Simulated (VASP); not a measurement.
Wanted: the native input for a VASP 6.6.1 run.

```
Task                   : single point
Functional             : LDA
Potentials or basis    : VASP PAW LDA potentials, release 64 (Pt, Br)
Cutoff                 : 520 eV
k mesh                 : 6 × 6 × 6
Occupations            : gaussian, width 0.05 eV
Spin                   : collinear spin, random start
Starting moments       : [0.42, 0.0, 0.0] μB
Further INCAR settings : ALGO = Normal; EDIFF = 1e-06; NBANDS = 23
```

The structure of PtBr2 lies in POSCAR:

```
PtBr2
1.0
    2.0275947800      1.1706323900      6.1301826500
   -2.0275947800      1.1706323900      6.1301826500
    0.0000000000     -2.3412647800      6.1301826500
Pt Br
1 2
Direct
    0.0000000000      0.0000000000      0.0000000000
    0.2520000000      0.2520000000      0.2520000000
    0.7480000000      0.7480000000      0.7480000000
```

The cell was built by a generator and needn't be a form met in nature.

One way to write it, as run:

INCAR

```
PREC     = Accurate       # precision mode
ENCUT    = 520            # plane-wave cutoff, eV
EDIFF    = 1E-6           # SCF threshold, eV
ISMEAR   = 0              # smearing method
SIGMA    = 0.05           # smearing width, eV
LREAL    = False          # projectors in reciprocal space
LASPH    = True           # aspherical terms in the spheres
NELM     = 60             # most SCF steps
ALGO     = Normal         # electronic algorithm
ISIF     = 2              # what is computed and relaxed
LWAVE    = False          # write WAVECAR
LCHARG   = True           # write CHGCAR
ISPIN    = 2              # spin polarisation
MAGMOM   = 0.42 0 0       # initial moments
LORBIT   = 11             # projections on sites
LMAXMIX  = 4              # l up to which the mixer works
LELF     = True           # ELF
LVHAR    = True         
NBANDS   = 23             # bands
```

KPOINTS

```
Automatic mesh
0
Gamma
  6 6 6
```

Potentials or basis: VASP PAW LDA potentials, release 64 (Pt, Br).

Launch:

```bash
$ cat potpaw_LDA.64/Pt/POTCAR potpaw_LDA.64/Br/POTCAR > POTCAR
$ mpirun -np 1 vasp_std > vasp.out
```

It gave:

The pressure is -10.2 GPa, the largest force is 1.342 eV/Å and the band gap on the k mesh is none (metal or under the smearing width). The net moment is 0.01 μB per cell. The valence electrons inside the program's atomic spheres are Pt 8.81; Br 4.72.

Caveat: forces of over 1 eV/Å show positions far from the minimum, so gaps and moduli don't describe the material at rest.

Run time: 11 min on 1 thread of Intel(R) Xeon(R) Platinum 8488C (Sapphire Rapids), with other jobs on the host, peak memory 0.37 GiB.
